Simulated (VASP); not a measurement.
The cell holds one HfS$_{2}$ (1T layered) monolayer, with vacuum along c. Ionisation potential and electron affinity count from the cell's own band edges, surface states included.

Data:

```yaml
crystal:
  lattice:
    - [3.64619, 0.00000, 0.00000]
    - [-1.82310, 3.15769, 0.00000]
    - [0.00000, 0.00000, 18.89448]
  atoms:
    - { symbol: S, position: [0.66667, 0.33333, 0.42347] }
    - { symbol: S, position: [0.33333, 0.66667, 0.57653] }
    - { symbol: Hf, position: [0.00000, 0.00000, 0.50000] }
```

Calculation: optB88-vdW, VASP's PBE PAW potentials (set 64) (plane waves; VASP 6.6.1). Run with 400 eV cut-off, 12×12×1 Γ-centred mesh, Gaussian smearing of 0.050 eV, potentials S Hf_pv.

Unless said otherwise, spin-orbit coupling is left out, though it shifts the bands of the heavy elements here.

```
Property                                       Result
----------------------------------------  -----------
energy to cut it from the bulk, per area  22.4 meV/Å²
ionisation potential                          6.71 eV
electron affinity                             5.39 eV
band gap (on the k-mesh)                      1.32 eV
```

The cell is a sheet with vacuum, built from HfS2 (1T layered).
